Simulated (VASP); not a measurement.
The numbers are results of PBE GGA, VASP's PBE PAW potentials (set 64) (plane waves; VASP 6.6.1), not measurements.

Input for VASP

File POSCAR:
```
CsPbCl3
1.0
  4.7445436021   0.0000000000   0.0000000000
  0.0000000000   4.7445436021   0.0000000000
  0.0000000000   0.0000000000   4.7445436021
Cs Pb Cl
1 1 3
Cartesian
  0.0000000000   0.0000000000   0.0000000000
  2.3722718011   2.3722718011   2.3722718011
  2.3722718011   0.0000000000   2.3722718011
  0.0000000000   2.3722718011   2.3722718011
  2.3722718011   2.3722718011   0.0000000000
```

File KPOINTS:
```
Automatic mesh
0
Gamma
7 7 7
0 0 0
```

INCAR:
```
! general
SYSTEM =CsPbCl3
PREC   =Accurate
ENCUT  =500
LREAL  =.FALSE.
LASPH  =.TRUE.

! electronic loop
EDIFF  =1E-6
NELM   =100
ALGO   =Normal
LMAXMIX=4

! smearing
ISMEAR =1
SIGMA  =0.1

! functional
GGA    =PE

! ions
IBRION =2
NSW    =40
ISIF   =3
EDIFFG =-0.02
PSTRESS=450

! output
LWAVE  =.FALSE.
LCHARG =.FALSE.
```

POTCAR, in this order: Cs_sv Pb_d Cl (PBE.64 set). Program: vasp_std.

What VASP printed:

### OSZICAR
```
       N       E                     dE             d eps       ncg     rms          rms(c)
DAV:   1     0.469475850984E+03    0.46948E+03   -0.20833E+04  1040   0.168E+03
DAV:   2     0.438934549158E+02   -0.42558E+03   -0.41443E+03  1222   0.410E+02
DAV:   3    -0.907437058359E+01   -0.52968E+02   -0.51972E+02  1298   0.145E+02
DAV:   4    -0.111679568836E+02   -0.20936E+01   -0.20863E+01  1380   0.306E+01
DAV:   5    -0.112367800454E+02   -0.68823E-01   -0.68738E-01  1510   0.558E+00    0.193E+01
DAV:   6    -0.107729066433E+02    0.46387E+00   -0.95344E-01  1492   0.867E+00    0.114E+01
DAV:   7    -0.107453156998E+02    0.27591E-01   -0.80384E-01  1604   0.586E+00    0.181E+00
DAV:   8    -0.107357522578E+02    0.95634E-02   -0.16059E-01  1518   0.407E+00    0.494E-01
DAV:   9    -0.107357817867E+02   -0.29529E-04   -0.10743E-02  1588   0.117E+00    0.677E-02
DAV:  10    -0.107359465633E+02   -0.16478E-03   -0.69505E-04  1636   0.198E-01    0.550E-02
DAV:  11    -0.107359714509E+02   -0.24888E-04   -0.11542E-04  1406   0.123E-01    0.120E-02
DAV:  12    -0.107359763511E+02   -0.49002E-05   -0.13673E-05  1488   0.410E-02    0.153E-02
DAV:  13    -0.107359769051E+02   -0.55393E-06   -0.22664E-06  1094   0.119E-02
   1 F= 0.19261537E+02 E0= 0.19261492E+02  d E =0.192615E+02
       N       E                     dE             d eps       ncg     rms          rms(c)
DAV:   1    -0.105498479283E+02    0.18613E+00   -0.38750E-01  1334   0.951E+00    0.814E-01
DAV:   2    -0.105388611536E+02    0.10987E-01   -0.25010E-02  1402   0.272E+00    0.249E-01
DAV:   3    -0.105365692336E+02    0.22919E-02   -0.82221E-03  1496   0.146E+00    0.124E-01
DAV:   4    -0.105365706549E+02   -0.14213E-05   -0.33048E-04  1568   0.153E-01    0.957E-02
DAV:   5    -0.105365815392E+02   -0.10884E-04   -0.49656E-05  1390   0.913E-02    0.181E-02
DAV:   6    -0.105365866715E+02   -0.51323E-05   -0.76542E-06  1588   0.210E-02    0.331E-03
DAV:   7    -0.105365864507E+02    0.22075E-06   -0.55346E-07   756   0.653E-03
   2 F= 0.19262593E+02 E0= 0.19262548E+02  d E =0.105614E-02
       N       E                     dE             d eps       ncg     rms          rms(c)
DAV:   1    -0.106836592309E+02   -0.14707E+00   -0.19188E-01  1320   0.674E+00    0.567E-01
DAV:   2    -0.106782910396E+02    0.53682E-02   -0.12366E-02  1406   0.190E+00    0.174E-01
DAV:   3    -0.106771537826E+02    0.11373E-02   -0.40435E-03  1500   0.102E+00    0.869E-02
DAV:   4    -0.106771386412E+02    0.15141E-04   -0.16141E-04  1586   0.109E-01    0.690E-02
DAV:   5    -0.106771195021E+02    0.19139E-04   -0.23776E-05  1398   0.638E-02    0.135E-02
DAV:   6    -0.106771167319E+02    0.27702E-05   -0.38595E-06  1360   0.151E-02    0.245E-03
DAV:   7    -0.106771167396E+02   -0.76830E-08   -0.28671E-07   654   0.529E-03
   3 F= 0.19261308E+02 E0= 0.19261263E+02  d E =-.228192E-03
```

**OUTCAR**
```
------------------------ aborting loop because EDIFF is reached ----------------------------------------
  FORCE on cell =-STRESS in cart. coord.  units (eV):
  Direction    XX          YY          ZZ          XY          YZ          ZX
  --------------------------------------------------------------------------------------
  Total       29.9403952     29.9403952     29.9403952      0.0000000      0.0000000     -0.0000000
  in kB      450.0296113    450.0296113    450.0296113      0.0000000      0.0000000     -0.0000000
  external PRESSURE =       0.0296113 kB  Pullay stress =     450.0000000 kB
  volume of cell :      106.59
      direct lattice vectors                 reciprocal lattice vectors
     4.741426326 -0.000000000  0.000000000     0.210907000 -0.000000000  0.000000000
     0.000000000  4.741426326  0.000000000     0.000000000  0.210907000  0.000000000
    -0.000000000  0.000000000  4.741426326    -0.000000000 -0.000000000  0.210907000
 POSITION                                       TOTAL-FORCE (eV/Angst)
 -----------------------------------------------------------------------------------
      0.00000      0.00000      0.00000        -0.000000      0.000000      0.000000
      2.37071      2.37071      2.37071         0.000000      0.000000      0.000000
      2.37071     -0.00000      2.37071        -0.000000      0.000000      0.000000
      0.00000      2.37071      2.37071         0.000000      0.000000      0.000000
      2.37071      2.37071      0.00000        -0.000000      0.000000      0.000000
 -----------------------------------------------------------------------------------
    total drift:                                0.000000      0.000000      0.000000
  FREE ENERGIE OF THE ION-ELECTRON SYSTEM (eV)
  ---------------------------------------------------
  free  energy   TOTEN  =       -10.6771167396 eV

  energy  without entropy=      -10.6772519716  energy(sigma->0) =      -10.67716182
  enthalpy is  TOTEN    =        19.2613084258 eV   P V=       29.9384251653

 reached required accuracy - stopping structural energy minimisation
```
(Selected blocks of OUTCAR.)

### CONTCAR
```
CsPbCl3
   1.00000000000000
     4.7414263263815748   -0.0000000000000000    0.0000000000000000
     0.0000000000000000    4.7414263263815748    0.0000000000000000
    -0.0000000000000000    0.0000000000000000    4.7414263263815748
  Cs              Pb              Cl
     1     1     3
Direct
     0.0000000000000000    0.0000000000000000    0.0000000000000000
     0.5000000000000000    0.5000000000000000    0.5000000000000000
     0.5000000000000000    0.0000000000000000    0.5000000000000000
     0.0000000000000000    0.5000000000000000    0.5000000000000000
     0.5000000000000000    0.5000000000000000    0.0000000000000000
```

The compound is CsPbCl3 in the cubic perovskite structure, the ideal cubic form; the compound distorts at low or room temperature. This run relaxes it under an external pressure of 45 GPa. Symmetry was kept, so distortions that lower it aren't found.
